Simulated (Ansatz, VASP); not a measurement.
# SiC: VASP beside Ansatz, part 2 of 2

Aim: how closely do two programs agree when they are given the same cell, functional and k mesh? The cell is taken from a series of runs on this material, whose earlier steps may have relaxed, scaled, displaced or heated it; both programs get it as it stands.

VASP 6.6.1 and Ansatz 0.2.0.

So far: Starting point; VASP: G0W0 gap, r2SCAN.

### Step 3. Ansatz: G0W0 gap, r2SCAN

Level of this step: Ansatz beside VASP: Kohn-Sham DFT, plane waves, r2SCAN (Ansatz).

Ansatz runs on its PAW soft_1 files.

The same cell, functional and mesh now go to Ansatz, which takes its cutoff from its data sets.

Input file input.yaml:

```yaml
crystal:
  lattice:
    - [3.0735139282, 0.0, 0.0]
    - [-1.5367569641, 2.6617411407, 0.0]
    - [0.0, 0.0, 5.04524771]
  atoms:
    - { symbol: Si, position: [0.33333333, 0.66666667, 0.4996024] }
    - { symbol: Si, position: [0.66666667, 0.33333333, 0.9996024] }
    - { symbol: C, position: [0.33333333, 0.66666667, 0.8753976] }
    - { symbol: C, position: [0.66666667, 0.33333333, 0.3753976] }
kpoints:
  mp_grid: { grid: [6, 6, 4] }
hamiltonian:
  xc: r2scan
  pseudopotentials: { kind: paw, azcp: { folder: soft_1 } }
scf:
  occupations: { method: fixed }
gw:
  n_empty_bands: 123
  ecut_chi: 120
  qp_bands: [v2, c2]
  qp_kpoints: band_edges
  screening: { model: contour_deformation }
```

Started as:

```console
> ansatz run input.yaml --threads 3 --pin off --max-ram 92160MiB --backend cuda --events-out ev --progress --plain --runs-dir out --devices 1 --max-vram 13GiB
```

Numbers of over 12 decimals in the logs are rounded to 6 here.

The program printed:

```text
GPUs: using 1 of 1 available (devices: 1).
Engine: ansatz 0.2.0, x86_64-unknown-linux-gnu
Pseudopotentials: kind: paw
Pseudopotential: Si, paw, valence charge 4, recommended cutoff 500 eV (meta_gga), soft_1/Si.paw.azcp
Pseudopotential: C, paw, valence charge 4, recommended cutoff 500 eV (meta_gga), soft_1/C.paw.azcp
Functional definition: r2SCAN
  parameter k0 = 0.174
  parameter k1 = 0.065
  parameter a1 = 4.9479
  exchange = r2scan_x(k0 = k0, k1 = k1, a1 = a1)
  correlation = r2scan_c
device memory: the entry about to start is reckoned to put 0.6 GiB on a device that reports 50.8 GiB free (of which the cap on the GPU budget leaves the run 13.0 GiB)
GPU FFT provider: cuFFT
GPU libraries: cuBLAS 13.8.2, cuFFT 12.4.0, cuSOLVER 12.3.4
Crystal: 4 atoms, lattice volume = 41.275 Å³
Basis set: ecut = 500 eV, 1099 PW (Γ), exchange–correlation on 96×96×160 points (64 copies of the dense FFT grid, shifted against one another)
Bands: 12, of which v1, the nominal top of the filled ones, is band 8 counted from 1 (7 counted from 0)
Symmetry: 12 space group operations
Space group: P63mc (ITA 186), of the structure as read, at distance tolerance 3.5e-5 Å
k-points: 21 of 144 (time reversal used)
Non-local potential: Si, projectors of the file, l = 0: 2, l = 1: 2, l = 2: 1
Non-local potential: C, projectors of the file, l = 0: 2, l = 1: 2, l = 2: 1
PAW form: soft (Blöchl's): semilocal exchange-correlation on the pseudo side does not see the compensation charge
PAW frozen core: Si, regenerated for the run's functional (the file was generated under x = pbe(κ = 0.804, μ = 0.219515), c = pbe(β = 0.066725))
PAW frozen core: C, regenerated for the run's functional (the file was generated under x = pbe(κ = 0.804, μ = 0.219515), c = pbe(β = 0.066725))
PAW one-centre angular grid: Si, 302 points (default); XC on 160 Gauss nodes
PAW one-centre angular grid: C, 302 points (default); XC on 219 of its mesh's 2255 points in the sphere
Initial density: superposition of atomic densities (chi_scale 0.1, normalization cell, long waves kept (reshape's long-wave potential 0.00 eV rms))
Initial wavefunctions: pseudopotential atomic-orbital guess
GPU buffer pool allocated for 23040 grid points (all kernels)
GPU transforms: local potential and band sums: pruned to the plane-wave sphere, on 24×24×40
Functional: x = r2scan, c = r2scan; τ floored in thin density (d = 2e-4 eV/Å³)
SCF iter   1: F=—  HF=-1784.851136 eV  |F-HF|=—  |Δ(HF+E_count)|=         —  Δρ=1.34e-1  dr2=9.08e0  dr2_τ=1.05e0  ethr=3.10e-3  ⟨swp⟩=4.1  Hψ=1499  notcnv=0  defer=36
preconditioner: auto → none  [insulator: Δε(μ)=4.445 eV  Ē_g=13.564 eV  n_scr=2 (ndim 8)  ℏωp=23.1 eV  f_vac=0.000  ε∞_Penn≈3.9]
SCF iter   2: F=—  HF=-1782.536679 eV  |F-HF|=—  |Δ(HF+E_count)|=    2.31e0  Δρ=4.34e-2  dr2=3.88e-1  dr2_τ=2.01e-1  ethr=3.10e-3  ⟨swp⟩=3.2  Hψ=756  notcnv=0  defer=32
SCF iter   3: F=—  HF=-1782.613764 eV  |F-HF|=—  |Δ(HF+E_count)|=   7.71e-2  Δρ=2.01e-2  dr2=8.68e-2  dr2_τ=2.70e-3  ethr=2.42e-3  ⟨swp⟩=2.0  Hψ=467  notcnv=0  defer=38
SCF iter   4: F=—  HF=-1782.633520 eV  |F-HF|=—  |Δ(HF+E_count)|=   1.98e-2  Δρ=4.63e-3  dr2=4.31e-3  dr2_τ=1.27e-4  ethr=5.42e-4  ⟨swp⟩=2.0  Hψ=296  notcnv=0  defer=40
SCF iter   5: F=—  HF=-1782.634822 eV  |F-HF|=—  |Δ(HF+E_count)|=   1.30e-3  Δρ=6.15e-4  dr2=8.19e-5  dr2_τ=2.19e-6  ethr=2.69e-5  ⟨swp⟩=2.9  Hψ=441  notcnv=0  defer=40
SCF iter   6: F=—  HF=-1782.634860 eV  |F-HF|=—  |Δ(HF+E_count)|=   3.87e-5  Δρ=5.73e-5  dr2=7.45e-7  dr2_τ=1.61e-8  ethr=5.12e-7  ⟨swp⟩=2.1  Hψ=422  notcnv=0  defer=27
SCF iter   7: F=-1782.634861 eV  HF=-1782.634861 eV  |F-HF|=1.14e-9  |Δ(HF+E_count)|=   3.86e-7  Δρ=4.10e-6  dr2=3.38e-9  dr2_τ=2.81e-10  ethr=6.25e-10  ⟨swp⟩=6.1  Hψ=1445  notcnv=0
SCF 1 converged in 7 iterations: F = -1782.634861 eV  dr2 = 3.38e-9
  greatest PAW one-centre occupation: 0.659 electrons in one spin orbital (limit 2), on the C atom at site 3 (counted from 0), in its partial waves of l = 0
device memory: the entry about to start is reckoned to put 0.7 GiB on a device that reports 50.0 GiB free (of which the cap on the GPU budget leaves the run 13.0 GiB)
NSCF: frozen V_eff on 21 k-points, pencils in batches of 32, up to order 48
the band table was solved once the SCF had ended and its energy, with any forces and stress, was formed, with the checks that follow a solve (1717 applications of the Hamiltonian). They found nothing against the state; the energy, forces and stress were not computed again (output.eigenvalues in the input reference)
device memory: the entry about to start is reckoned to put 2.5 GiB on a device that reports 48.2 GiB free (of which the cap on the GPU budget leaves the run 13.0 GiB)
NSCF: frozen V_eff on 21 k-points
G₀W₀ screening: q 1/21
[... further progress lines ...]
SCF converged after 7 iterations
Free energy (F): -1782.634861 eV
Harris-Foulkes:  -1782.634861 eV  (|F-HF|=1.14e-9)
Internal energy: -1782.634861 eV  (E = F + TS)
E sigma→0 (E₀):  -1782.634861 eV
Fermi energy:    9.553555 eV
--- Per-component energies (eV) ---
  E_band       = 51.473451
  E_kinetic    = 268.008388
  E_local      = -191.611188  (includes V_loc(G=0)·N_el)
  E_nonlocal   = 87.901401
  E_hartree    = 65.425946
  E_xc         = -203.046676
  E_vxc        = -235.845447  (∫ρ·V_xc dr)
  E_paw        = -1239.864693  (= ΣΔE_a)
  E_vpaw       = -18.789514  (= ΣTr[D̂ρ^β])
  E_aug_tail   = 0.000029  (compensation charges beyond the density's cutoff)
  E_vtau       = 10.957658  (kinetic-family band-sum trace: ∫τ·v_τ [+ j·A + Jᵃ·Aᵃ] dr)
  E_ewald      = -569.245654
  E_core_change = -0.202414  (= ΣΔE_core)
  E_smearing   = -0.000000  (= −TS)
  E_closure    = 0.000000  (closes the sum)
  Σ components = -1782.634861   (vs F -1782.634861, Δ=0.00e0)
--- Band table (eV; the first three rows and the last of 21) ---
  k-point 0: bands = [... 4 lower, 8.1671, 9.4414, 9.5536, 9.5536, 14.9292, 16.3084, 16.7484, 16.7484]
  k-point 1: bands = [... 4 lower, 8.3440, 8.3440, 9.3204, 9.3204, 15.2196, 16.8665, 16.8665, 17.1817]
  k-point 2: bands = [... 4 lower, 8.8041, 8.8041, 8.8041, 8.8041, 16.0481, 16.0481, 17.4455, 17.4455]
  k-point 20: bands = [... 4 lower, 3.7108, 3.7108, 7.7283, 7.7283, 15.1416, 15.1416, 16.1091, 16.1091]
--- G₀W₀: contour deformation, 6 samples at zero and on the imaginary axis and 1 off it, 144 q-points, 123 empty bands' worth ---
  eigenvalues of the whole cell's RPA ε∞ on this k-mesh (on a slab, of 1 + 4πα/V) = 6.2036, 6.2478, 6.2478; static W/v taken at q = 0 is 0.160370
  bands read: the sum over 131 bands ends inside a degenerate multiplet in 8 slots, whose members it reads at an even weight; the widest, k=2: bands 129 to 132 (counted from 1) at 3/4 each
  gw.qp_kpoints: band_edges: 12 of 21 stored k-points solved, in 1 pass; an edge of the gap read off the rows below is read off those points alone
    valence top: of the k-points left out ik 2 came nearest to being solved in a further pass, in band 8 (counted from 1, as in the quasiparticle table): it holds the edge there only if its correction is more favourable than any solved in that band by at least 0.749 eV; those differ by 0.220 eV
    conduction bottom: of the k-points left out ik 11 came nearest to being solved in a further pass, in band 9 (counted from 1, as in the quasiparticle table): it holds the edge there only if its correction is more favourable than any solved in that band by at least 1.066 eV; those differ by 0.217 eV
    ik  band        ε_KS         Σx   Σc(E_QP)       V_xc       Z   E_QP_lin       E_QP  E_QP is
     0     7      9.5536   -18.4084     2.0770   -15.9600  0.8021     9.1813     9.1821  root
     0     8      9.5536   -18.4084     2.0770   -15.9600  0.8021     9.1813     9.1821  root
     0     9     14.9292    -9.0550    -4.5816   -13.9922  0.8150    15.2856    15.2847  root
     0    10     16.3084    -9.1254    -4.9812   -14.4925  0.7993    16.6956    16.6944  root
     1     7      9.3204   -18.4678     2.1442   -15.9337  0.8014     8.9296     8.9306  root
     1     8      9.3204   -18.4678     2.1442   -15.9337  0.8014     8.9296     8.9306  root
     1     9     15.2196    -8.9728    -4.6367   -13.9674  0.8140    15.5784    15.5775  root
     1    10     16.8665    -7.5779    -4.8813   -12.8654  0.8108    17.2741    17.2727  root
     3     7      9.0654   -18.3440     2.1120   -15.8277  0.8011     8.6600     8.6611  root
     3     8      9.2515   -18.5508     2.1633   -15.9937  0.8011     8.8567     8.8577  root
     3     9     14.9490    -7.8034    -4.5341   -12.6310  0.8186    15.2431    15.2425  root
     3    10     16.8934    -8.3827    -5.0543   -13.8371  0.7994    17.2950    17.2936  root
     4     7      8.4365   -18.2689     2.2787   -15.5429  0.7987     7.9878     7.9892  root
     4     8      8.9165   -18.5089     2.2352   -15.8560  0.8001     8.4976     8.4988  root
     4     9     14.8650    -7.6165    -4.5351   -12.4387  0.8191    15.1527    15.1522  root
     4    10     16.5775    -7.3373    -4.8681   -12.5338  0.8093    16.9069    16.9059  root
     6     7      7.6641   -17.9558     2.3461   -15.1150  0.7964     7.1675     7.1693  root
     6     8      8.5957   -18.6513     2.3312   -15.8840  0.7986     8.1583     8.1596  root
     6     9     13.3890    -7.3616    -4.2428   -11.8279  0.8262    13.6128    13.6124  root
     6    10     14.9242    -6.8974    -4.5234   -11.7151  0.8155    15.2191    15.2185  root
     7     7      7.9390   -18.3905     2.4006   -15.5204  0.7963     7.4678     7.4695  root
     7     8      8.1718   -18.5640     2.4202   -15.6806  0.7970     7.7070     7.7085  root
     7     9     13.3434    -7.4775    -4.2260   -11.9351  0.8248    13.5753    13.5749  root
     7    10     14.4061    -7.0402    -4.4619   -11.7631  0.8206    14.6676    14.6671  root
[...]
18     7      5.3635   -18.1700     3.0794   -14.5015  0.7772     4.7706     4.7744  root
    18     8      5.5595   -18.1475     3.0697   -14.4866  0.7797     4.9644     4.9684  root
    18     9     12.1985    -6.1585    -3.9970   -10.2968  0.8313    12.3398    12.3397  root
    18    10     18.3926    -6.6405    -5.3145   -12.2373  0.7856    18.6760    18.6749  root
    20     7      7.7283   -18.6939     2.5007   -15.7168  0.7947     7.2501     7.2518  root
    20     8      7.7283   -18.6939     2.5007   -15.7168  0.7947     7.2501     7.2518  root
    20     9     15.1416    -7.8150    -4.5523   -12.6982  0.8190    15.4733    15.4725  root
    20    10     15.1416    -7.8150    -4.5523   -12.6982  0.8190    15.4733    15.4725  root
```

### Step 4. Differences

Known differences besides the potentials themselves: VASP keeps PBE cores, Ansatz makes them for the functional; fixed occupations in Ansatz, narrow Gaussian smearing in VASP; the cutoff is 500 eV in Ansatz and 440 eV in VASP; Ansatz integrates over frequency by contour deformation, VASP on a grid of NOMEGA points; Ansatz's G0W0 levels solve the quasiparticle equation, VASP's are linearised. Total energies have different zeros and are not compared.

Compared:

```csv
quantity,Ansatz,VASP,difference
G0W0 gap on the mesh (eV),3.16,3.13,+0.03
Kohn-Sham gap under it (eV),2.64,2.65,-0.01
```

### Step 5. Outcome

- difference in G0W0 gap on the mesh (G0W0 gap, r2SCAN): 0.028 eV

In words: The difference in G0W0 gap on the mesh is 0.028 eV (G0W0 gap, r2SCAN). How closely two codes agree says nothing of how well the functional describes the real material.

[Lines on the potential files, build, host, timing and source positions are cut from VASP's logs without a mark.]

[Logs are printed without paths, hosts, clocks, repeated set-up lines and the standing remarks that a program may print on its own settings, such as how far it seeks lower states.]

[Hosts, paths, dates, database ids (printed as entryN), source tags and the programs' standing remarks are cut or masked in the printed files.]
